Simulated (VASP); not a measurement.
Data:

```xyz
4
Lattice="4.3788 0.0000 0.0000 -2.1894 3.7922 0.0000 0.0000 0.0000 7.3677" Properties=species:S:1:pos:R:3 pbc="T T T"
Dy     0.0000     0.0000     0.0000
Dy     0.0000     0.0000     3.6839
Bi     0.0000     2.5281     1.8419
Bi     2.1894     1.2641     5.5258
```

These are PBEsol GGA, VASP's PBE PAW potentials (set 64) (plane waves; VASP 6.6.1) values and carry that method's errors. Settings: 480 eV cut-off, 8×8×4 Γ-centred mesh, first-order Methfessel-Paxton smearing of 0.10 eV, potentials Dy_3 Bi_d.

The 4f electrons are frozen in the core of the lanthanide potential, so 4f levels, which can set the real gap, and their magnetism are missing.

Task: Give the stress tensor in GPa (positive for a compressed cell).

Result: 
```
0.65  0.00  0.00
0.00  0.65  0.00
0.00  0.00  1.86
```
The pressure is its mean diagonal, 1.05 GPa.

The structure was generated: DyBi was put into the NiAs type (P6_3/mmc), which need not be its known phase. This cell was strained or had an atom moved on purpose.
